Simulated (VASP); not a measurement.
AuPt3 (ordered alloy cell): computed properties

All values below come from PBEsol GGA, VASP's PBE PAW potentials (set 64) (plane waves; VASP).

```json
{
  "space_group": "Cmmm (65)",
  "cell": "a = 5.5743 Å, b = 7.9968 Å, c = 2.7755 Å, α = β = γ = 90.00°",
  "volume_per_atom": "15.47 Å^3/atom",
  "band gap (over mesh and band path)": "none (metal, semimetal or under 0.01 eV)",
  "density": "21.00 g/cm³"
}
```

AuPt$_{3}$ is taken in the orthorhombic space group Cmmm (No. 65), Pearson symbol oS8. Conventional cell: a = 5.5743 Å, b = 7.9968 Å, c = 2.7755 Å, α = β = γ = 90.00°. Pt1 on 2a is coordinated by 10 Pt at 2.776–2.804 Å and 2 Au at 2.787 Å (cuboctahedral). Pt2 on 4f sees 8 Pt at 2.776–2.804 Å and 4 Au at 2.804 Å (cuboctahedral). Au on 2b is coordinated by 2 Au at 2.776 Å and 10 Pt at 2.787–2.804 Å (cuboctahedral). (Neighbours: up to the widest gap in distance over summed covalent radii, below 1.35, at either atom.)
(The calculation used a cell of 4 atoms; values per cell refer to that cell.)

Unless said otherwise, spin-orbit coupling is left out, though it shifts the bands of the heavy elements here.

The structure was generated: AuPt3 was put into an ordered model structure (Cmmm), which need not be its known phase. It was relaxed first. Symmetry was kept, so distortions that lower it aren't found. The electron count is odd and the run is not spin-polarised, which forces a metal.
